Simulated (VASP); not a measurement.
Input for VASP

File KPOINTS:
```
Automatic mesh
0
Gamma
8 8 8
0 0 0
```

### POSCAR
```
As
1
    7.4491355802    -1.8193442675     1.1998802748
    7.4491355802     1.8193442675     1.1998802748
    6.5197794210    -0.0000000000     4.2109162484
As
2
Direct
  0.1977695941   0.1977695941   0.1977695942
  0.8022304059   0.8022304059   0.8022304058
```

INCAR:
```
SYSTEM = As
PREC = Accurate
ENCUT = 520
EDIFF = 1E-6
NELM = 100
ALGO = Normal
LREAL = .FALSE.
LASPH = .TRUE.
ISMEAR = 0
SIGMA = 0.05
GGA = RE
LMAXMIX = 4
LWAVE = .FALSE.
LCHARG = .FALSE.
IBRION = 2
ISIF = 3
NSW = 60
EDIFFG = -0.01
```

POTCAR, in this order: As (PBE.64 set). Program: vasp_std.

Problem. Write an equivalent input for Ansatz.

Solution. One equivalent input (not run):
Ansatz 0.2 input:
```yaml
crystal:
  lattice:
    - [7.4491356, -1.8193443, 1.1998803]
    - [7.4491356, 1.8193443, 1.1998803]
    - [6.5197794, 0.0000000, 4.2109162]
  atoms:
    - { symbol: As, position: [0.1977696, 0.1977696, 0.1977696] }
    - { symbol: As, position: [0.8022304, 0.8022304, 0.8022304] }
kpoints:
  mp_grid: { grid: [8, 8, 8] }
hamiltonian:
  xc: revpbe
  pseudopotentials: { kind: paw }
scf:
  occupations: { method: gaussian, width: 0.05 }
  max_iter: 100
relax:
  max_steps: 60
  f_tol: 0.01
  cell: {}
output: { forces: true, stress: true, eigenvalues: true }
```
What does not carry over: each code has its own PAW files, so the cut-off isn't converted (ENCUT is set for VASP's; basis.ecutwfc is left out, and Ansatz then takes the one that its files recommend); Ansatz stops its SCF on the density residual and VASP on the energy change (EDIFF).

The compound is As in the a7 structure. It was relaxed first, which changed the volume by +99 %. The start is the result of an earlier pass.
